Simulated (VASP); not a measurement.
Given:

```
Fe
1.0
   -1.38413     1.38413     1.38413
    1.38413    -1.38413     1.38413
    1.38413     1.38413    -1.38413
Fe
1
Direct
  0.00000   0.00000   0.00000
```
Starting moments (μB, in the order of the record's atoms Fe): 2.1.

Calculation: PBEsol GGA, VASP's PBE PAW potentials (set 64) (plane waves; VASP). Numerical set-up: 500 eV cut-off, 18×18×18 Γ-centred mesh, first-order Methfessel-Paxton smearing of 0.10 eV, potentials Fe.

The ions, cell shape and volume at an external pressure of 10.0 GPa are relaxed. Give the cell that the relaxation ends in.

```
Fe
1.0
   -1.37512     1.37512     1.37512
    1.37512    -1.37512     1.37512
    1.37512     1.37512    -1.37512
Fe
1
Direct
  0.00000   0.00000   0.00000
```
Space group Im-3m (229), at a tolerance of 0.03 Å. The cell ends with 2.06 μB, on the sites 2.04 μB.

How do energy and volume change from the first to the last step?

The energy (σ→0) changes by +9.5 meV/atom and the volume by -1.9 %, in 3 ionic steps.

The compound is Fe in the bcc structure. This run relaxes it under an external pressure of 10 GPa. Symmetry was kept, so distortions that lower it aren't found.
